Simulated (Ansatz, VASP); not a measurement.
**SbAs in two plane-wave programs**

One calculation is typed for both programs; each brings its own data sets and cutoff. How far apart do they land? The cell is taken from a series of runs on this material, whose earlier steps may have relaxed or scaled it; both programs get it as it stands.

Calculated with Ansatz 0.2.0; plane waves, with VASP 6.6.1 beside it; single point at PBEsol.

## Step 1: Set-up

It takes space group R3m (No. 160, trigonal). Conventional cell: a = 4.065 Å, b = 4.065 Å, c = 11.150 Å, α = 90.00°, β = 90.00°, γ = 120.00°. Sb has 6 As at 2.73 to 3.30 Å nearest. Nearest to As lie 6 Sb at 2.73 to 3.30 Å. Farther neighbours are not listed.

## Step 2: VASP: single point, PBEsol

With cell and atoms fixed, the geometry can't cause a difference; cores, projectors, grids and the points listed under the comparison can.

Lines of VASP's logs that name or quote its potential files are left out, and so is its time.

INCAR reads:

```
SYSTEM = SbAs
PREC = Accurate
ENCUT = 520
EDIFF = 1E-06
NELM = 100
ISMEAR = 0
SIGMA = 0.05
LREAL = .FALSE.
ALGO = Normal
GGA = PS
NBANDS = 16
LORBIT = 11
LWAVE = .FALSE.
LCHARG = .FALSE.
KPAR = 2
ISIF = 2
```

POSCAR reads:

```
SbAs
1.0
    2.0327141219      1.1735880455      3.7165943000
   -2.0327141219      1.1735880455      3.7165943000
    0.0000000000     -2.3471760909      3.7165943000
Sb As
1 1
Direct
    0.7709015900      0.7709015900      0.7709015900
    0.2291004100      0.2291004100      0.2291004100
```

KPOINTS reads:

```
Automatic mesh
0
Gamma
6 6 6
0 0 0
```

PAW data sets: Sb_d_GW and As_GW (PBE family, release 64).

Launch:

```
> mpirun -np 2 vasp_std
```

Numbers of over 12 decimals in the logs are rounded to 6 here.

Log:

```text
[banner, memory and clock lines left out]
running    2 mpi-ranks, on    1 nodes
 distrk:  each k-point on    1 cores,    2 groups
 distr:  one band on    1 cores,    1 groups

 POSCAR found type information on POSCAR SbAs
 POSCAR found :  2 types and       2 ions
|                                                                             |
|               ----> ADVICE to this user running VASP <----                  |
|                                                                             |
|     You enforced a specific xc type in the INCAR file but a different       |
|     [... a line on the potential file left out ...]
|     I HOPE YOU KNOW WHAT YOU ARE DOING!                                     |
|                                                                             |

 LDA part: xc-table for (Slater+PW92), standard interpolation
 POSCAR, INCAR and KPOINTS ok, starting setup
 FFT: planning ... GRIDC
 FFT: planning ... GRID_SOFT
 FFT: planning ... GRID
 WAVECAR not read
 entering main loop
       N       E                     dE             d eps       ncg     rms          rms(c)
DAV:   1     0.112947132366E+03    0.11295E+03   -0.76552E+03  1248   0.112E+04
DAV:   2     0.152864246388E+01   -0.11142E+03   -0.10865E+03  1712   0.971E+02
DAV:   3    -0.943478094489E+01   -0.10963E+02   -0.10924E+02  1600   0.118E+02
DAV:   4    -0.976021863019E+01   -0.32544E+00   -0.32526E+00  1384   0.161E+01
DAV:   5    -0.979539692813E+01   -0.35178E-01   -0.35177E-01  1624   0.522E+00    0.351E+00
DAV:   6    -0.973000575337E+01    0.65391E-01   -0.19550E-01  1768   0.144E+01    0.201E+00
DAV:   7    -0.972430123810E+01    0.57045E-02   -0.23484E-02  1640   0.217E+00    0.844E-01
DAV:   8    -0.972305277265E+01    0.12485E-02   -0.28865E-03  1512   0.157E+00    0.370E-02
DAV:   9    -0.972304749522E+01    0.52774E-05   -0.40883E-04  1504   0.706E-01    0.174E-02
DAV:  10    -0.972305580313E+01   -0.83079E-05   -0.34512E-05  1520   0.603E-02    0.523E-03
DAV:  11    -0.972305651709E+01   -0.71395E-06   -0.49761E-06  1488   0.811E-02
   1 F= -.97230565E+01 E0= -.97226642E+01  d E =-.784559E-03
```

From OUTCAR (step 2):

```text
ion  position               nearest neighbor table
   1  0.771  0.771  0.771-   2 2.73   2 2.73   2 2.73
   2  0.229  0.229  0.229-   1 2.73   1 2.73   1 2.73

  LATTYP: Found a trigonal (rhomboedric) cell.
 ALAT       =     4.3957148216
 COS(alpha) =     0.5723154261

 Subroutine GETGRP returns: Found  6 space group operations
 (whereof  6 operations were pure point group operations)

The static configuration has the point symmetry C_3v.

 Found     32 irreducible k-points:

   k-points           NKPTS =     32   k-points in BZ     NKDIM =     32   number of bands    NBANDS=     16

   dimension x,y,z NGX =    36 NGY =   36 NGZ =   36
   dimension x,y,z NGXF=    72 NGYF=   72 NGZF=   72

   ENCUT  =  520.0 eV  38.22 Ry    6.18 a.u.   8.17  8.17  8.17*2*pi/ulx,y,z

   NELECT =      20.0000    total number of electrons

 k-points in reciprocal lattice and weights: Automatic mesh
   0.00000000  0.00000000  0.00000000       0.005
   0.16666667  0.00000000  0.00000000       0.028
   0.33333333  0.00000000  0.00000000       0.028
   0.50000000  0.00000000  0.00000000       0.014
   0.16666667  0.16666667  0.00000000       0.028
   0.33333333  0.16666667  0.00000000       0.056
   0.50000000  0.16666667  0.00000000       0.056
  -0.33333333  0.16666667  0.00000000       0.056
  -0.16666667  0.16666667  0.00000000       0.028
[...]
-0.33333333  0.50000000  0.33333333       0.028
   0.50000000  0.50000000  0.50000000       0.005

 average (electrostatic) potential at core
       1 -81.6663       2 -49.9293

 E-fermi :   4.8556

 k-point     1 :       0.0000    0.0000    0.0000
  band No.  band energies     occupation
    ...
      6      -8.6600      2.00000
      7      -0.6076      2.00000
      8       2.6814      2.00000
      9       3.1397      2.00000
     10       3.1397      2.00000
     11       6.7964      0.00000
     12       7.7740      0.00000
     13       7.7740      0.00000
     14      10.9834      0.00000
     15      10.9834      0.00000
    ...

 k-point     2 :       0.1667    0.0000    0.0000
  band No.  band energies     occupation
    ...
      6      -8.3422      2.00000
      7      -1.6014      2.00000
      8       2.6830      2.00000
      9       2.9839      2.00000
     10       3.2954      2.00000
     11       6.7163      0.00000
     12       7.1395      0.00000
     13       7.3012      0.00000
     14      10.0423      0.00000
     15      10.6317      0.00000
    ...

 k-point     3 :       0.3333    0.0000    0.0000
  band No.  band energies     occupation
    ...
      6      -7.4330      2.00000
      7      -3.5442      2.00000
      8       2.5642      2.00000
      9       2.7329      2.00000
     10       3.8875      2.00000
     11       5.5399      0.00000
     12       6.0195      0.00000
     13       6.4069      0.00000
     14      10.9382      0.00000
     15      12.0302      0.00000
    ...

  Total       -0.5028437     -0.5028437     -0.8144522      0.0000000     -0.0000000      0.0000000
  in kB      -15.1445081    -15.1445081    -24.5294500      0.0000000     -0.0000000      0.0000000
  external PRESSURE =     -18.2728221 kB  Pullay stress =       0.0000000 kB

  energy-cutoff  :      520.00
  volume of cell :       53.20
      direct lattice vectors                 reciprocal lattice vectors
     2.032714122  1.173588046  3.716594300     0.245976547  0.142014625  0.089687845
    -2.032714122  1.173588046  3.716594300    -0.245976547  0.142014625  0.089687845
     0.000000000 -2.347176091  3.716594300     0.000000000 -0.284029251  0.089687845

 POSITION                                       TOTAL-FORCE (eV/Angst)
 -----------------------------------------------------------------------------------
      0.00000      0.00000      8.59539         0.000000     -0.000000     -0.067442
      0.00000      0.00000      2.55442         0.000000      0.000000      0.067442
 -----------------------------------------------------------------------------------
    total drift:                                0.000000     -0.000000      0.000319

  FREE ENERGIE OF THE ION-ELECTRON SYSTEM (eV)
  ---------------------------------------------------
  free  energy   TOTEN  =        -9.7230565171 eV

  energy  without entropy=       -9.7222719582  energy(sigma->0) =       -9.72266424

 total charge
# of ion       s       p       d       f       tot
--------------------------------------------------
    1        1.363   1.297  10.012   0.012  12.684
    2        1.294   1.346   0.034   0.000   2.675
--------------------------------------------------
tot          2.657   2.643  10.046   0.012  15.359

[... 3 further parts left out ...]
```

The run ends at a pressure of -1.83 GPa, with forces up to 0.067 eV/Å.

## Step 3: Ansatz: single point, PBEsol

Ansatz runs on its default PAW (the set named soft_2) files.

The same cell, functional, mesh and smearing now go to Ansatz, which takes its cutoff from its data sets.

input.yaml reads:

```yaml
crystal:
  lattice:
    - [2.0327141219, 1.1735880455, 3.7165943]
    - [-2.0327141219, 1.1735880455, 3.7165943]
    - [0.0, -2.3471760909, 3.7165943]
  atoms:
    - { symbol: Sb, position: [0.77090159, 0.77090159, 0.77090159] }
    - { symbol: As, position: [0.22910041, 0.22910041, 0.22910041] }
hamiltonian:
  xc: pbesol
  pseudopotentials: { kind: paw }
kpoints:
  mp_grid: { grid: [6, 6, 6] }
scf:
  occupations: { method: gaussian, width: 0.05 }
  n_extra_bands: 4
output:
  forces: true
  stress: true
  eigenvalues: true
  write_density: true
  write_potential: true
  elf: true
  volumetric_format: npy
```

Launch:

```
> ansatz run input.yaml --threads 2 --pin off --max-ram 4608MiB --backend cpu --events-out ev --progress --plain --runs-dir out
```

Log:

```text
scf.n_extra_bands = 4 over 15 filled bands (N_el = 30.0): the run solves 19 bands
Engine: ansatz 0.2.0, aarch64-unknown-linux-gnu
Pseudopotentials: kind: paw
Pseudopotential: Sb, paw, valence charge 15, recommended cutoff 420 eV (normal), Sb.paw.azcp
Pseudopotential: As, paw, valence charge 15, recommended cutoff 420 eV (normal), As.paw.azcp
Functional definition: PBEsol
  exchange = pbesol_x
  correlation = pbesol_c
Crystal: 2 atoms, lattice volume = 53.197 Å³
Basis set: ecut = 420 eV, 1027 PW (Γ), exchange–correlation on 60×60×60 points (8 copies of the dense FFT grid, shifted against one another)
Bands: 19, of which v1, the nominal top of the filled ones, is band 15 counted from 1 (14 counted from 0)
Symmetry: 6 space group operations
Space group: R3m (ITA 160), of the structure as read, at distance tolerance 3.8e-5 Å
k-points: 32 of 216 (time reversal used)
Non-local potential: Sb, projectors of the file, l = 0: 2, l = 1: 2, l = 2: 2, l = 3: 2
Non-local potential: As, projectors of the file, l = 0: 2, l = 1: 2, l = 2: 3, l = 3: 1
PAW form: soft (Blöchl's): semilocal exchange-correlation on the pseudo side does not see the compensation charge
PAW frozen core: Sb, regenerated for the run's functional, and the local potential with it (the file was generated under x = pbe(κ = 0.804, μ = 0.219515), c = pbe(β = 0.066725))
PAW frozen core: As, regenerated for the run's functional, and the local potential with it (the file was generated under x = pbe(κ = 0.804, μ = 0.219515), c = pbe(β = 0.066725))
PAW one-centre angular grid: Sb, 590 points (default); XC on 64 Gauss nodes
PAW one-centre angular grid: As, 590 points (default); XC on 64 Gauss nodes
Initial density: superposition of atomic densities (neutral atoms: chi_scale 0, normalization atom), corrected by the library's trained network
Initial wavefunctions: pseudopotential atomic-orbital guess
Functional: x = pbesol(κ = 0.804, μ = 0.123457), c = pbesol(β = 0.046)
SCF iter   1: F=—  HF=-11221.139853 eV  |F-HF|=—  |Δ(HF+E_count)|=         —  Δρ=3.09e-3  dr2=7.85e-3  ethr=1.77e-3  ⟨swp⟩=5.9  Hψ=3051  notcnv=0
preconditioner: auto → none  [insulator: Δε(μ)=0.496 eV  Ē_g=9.215 eV  σ=0.050 eV  W_gap=0.50  n_scr=14 (ndim 8)  ℏωp=16.1 eV  f_vac=0.006  D(μ)=0.63/eV (n_scr^D=0)  ε∞_Penn≈4.1]
SCF iter   2: F=—  HF=-11221.136789 eV  |F-HF|=—  |Δ(HF+E_count)|=   3.06e-3  Δρ=1.43e-3  dr2=1.68e-3  ethr=2.62e-5  ⟨swp⟩=1.9  Hψ=966  notcnv=0
SCF iter   3: F=—  HF=-11221.136499 eV  |F-HF|=—  |Δ(HF+E_count)|=   2.89e-4  Δρ=3.50e-4  dr2=1.02e-4  ethr=5.61e-6  ⟨swp⟩=2.1  Hψ=717  notcnv=0
SCF iter   4: F=—  HF=-11221.136479 eV  |F-HF|=—  |Δ(HF+E_count)|=   1.99e-5  Δρ=1.08e-4  dr2=5.06e-6  ethr=3.39e-7  ⟨swp⟩=2.0  Hψ=868  notcnv=0
SCF iter   5: F=—  HF=-11221.136481 eV  |F-HF|=—  |Δ(HF+E_count)|=   2.13e-6  Δρ=2.68e-5  dr2=1.66e-7  ethr=1.69e-8  ⟨swp⟩=2.0  Hψ=929  notcnv=0
SCF iter   6: F=-11221.136482 eV  HF=-11221.136482 eV  |F-HF|=4.25e-8  |Δ(HF+E_count)|=   2.52e-7  Δρ=1.03e-5  dr2=2.37e-8  ethr=3.33e-10  ⟨swp⟩=9.5  Hψ=4402  notcnv=0
SCF 1 converged in 6 iterations: F = -11221.136482 eV  dr2 = 2.37e-8
  greatest PAW one-centre occupation: 0.999 electrons in one spin orbital (limit 2), on the As atom at site 1 (counted from 0), in its partial waves of l = 2
SCF converged after 6 iterations
Free energy (F): -11221.136482 eV
Harris-Foulkes:  -11221.136482 eV  (|F-HF|=4.25e-8)
Internal energy: -11221.135697 eV  (E = F + TS)
E sigma→0 (E₀):  -11221.136090 eV
Entropy (-TS):   -0.000784 eV (-0.392 meV/atom)
Fermi energy:    9.678617 eV
--- Per-component energies (eV) ---
  E_band       = -418.448926
  E_kinetic    = 309.125297
  E_local      = -3357.176568  (includes V_loc(G=0)·N_el)
  E_nonlocal   = -304.666910
  E_hartree    = 1685.484598
  E_xc         = -215.842369
  E_vxc        = -175.350397  (∫ρ·V_xc dr)
  E_paw        = -6291.663326  (= ΣΔE_a)
  E_vpaw       = -261.346145  (= ΣTr[D̂ρ^β])
  E_aug_tail   = 0.000006  (compensation charges beyond the density's cutoff)
  E_ewald      = -3047.694711
  E_core_change = 1.298286  (= ΣΔE_core)
  E_smearing   = -0.000784  (= −TS)
  E_closure    = 0.000000  (closes the sum)
  Σ components = -11221.136482   (vs F -11221.136482, Δ=0.00e0)
--- Forces (eV/Å), atoms counted from 1 ---
  atom   1  Sb     0.00000000    -0.00000000    -0.04878829
  atom   2  As    -0.00000000     0.00000000     0.04879814
  max |Σ_I F_I| component: 9.85e-6 eV/Å
--- Stress (GPa, compression-positive) ---
       -1.554405       0.000000       0.000000
        0.000000      -1.554405      -0.000000
        0.000000      -0.000000      -2.455782
  P = ⅓ Tr σ = -1.8549 GPa (-18.549 kbar)
--- Band table (eV; the first three rows and the last of 32) ---
  k-point 0: bands = [... 11 lower, 4.2073, 7.5043, 7.9642, 7.9642, 11.6282, 12.6011, 12.6011, 15.8140]
  k-point 1: bands = [... 11 lower, 3.2168, 7.5065, 7.8089, 8.1184, 11.5433, 11.9664, 12.1262, 14.8720]
  k-point 2: bands = [... 11 lower, 1.2786, 7.3869, 7.5591, 8.7108, 10.3648, 10.8436, 11.2302, 15.7665]
  k-point 31: bands = [... 11 lower, 0.5526, 8.2881, 8.2881, 9.1108, 10.4426, 10.4426, 11.2433, 16.8727]
```

The run ends at a pressure of -1.85 GPa, with forces up to 0.049 eV/Å.

## Step 4: Differences

Known differences besides the PAW data sets themselves: the data sets hold 30 valence electrons in Ansatz (default PAW (the set named soft_2) files) and 20 in VASP; the cutoff is 420 eV in Ansatz and 520 eV in VASP; Ansatz makes its cores anew for this functional, VASP keeps those of its PBE data sets; VASP leaves aspherical gradient terms in its spheres out (LASPH is not set), Ansatz keeps them. Total energies have different zeros and are not compared.

Both answers:

| quantity | Ansatz | VASP | difference |
| --- | --- | --- | --- |
| pressure (GPa) | -1.85 | -1.83 | -0.03 |

Forces (eV/Å; atoms numbered as in POSCAR):

| atom | Ansatz x, y, z | VASP x, y, z |
| --- | --- | --- |
| Sb1 | 0.000, 0.000, -0.049 | 0.000, 0.000, -0.067 |
| As2 | 0.000, 0.000, 0.049 | 0.000, 0.000, 0.067 |

The forces differ by 11 meV/Å r.m.s., which is 27.7 % of the r.m.s. force of 0.04 eV/Å (both taken over all components). Ansatz's pressure holds a Pulay correction of 0.03 GPa; VASP's holds none.

## Step 5: Summary of results

* r.m.s. force difference (single point, PBEsol): 11 meV/Å

The r.m.s. force difference is 11 meV/Å (single point, PBEsol), within the 12 meV/Å picked in this series as the mark of a large difference. Differences of this kind measure data sets and numerical settings, not the functional's error against experiment.

[Lines on the potential files, build, host, timing and source positions are cut from VASP's logs without a mark.]

[Logs are printed without paths, hosts, clocks, repeated set-up lines and the standing remarks that a program may print on its own settings, such as how far it seeks lower states.]

[Hosts, paths, dates, database ids (printed as entryN), source tags and the programs' standing remarks are cut or masked in the printed files.]
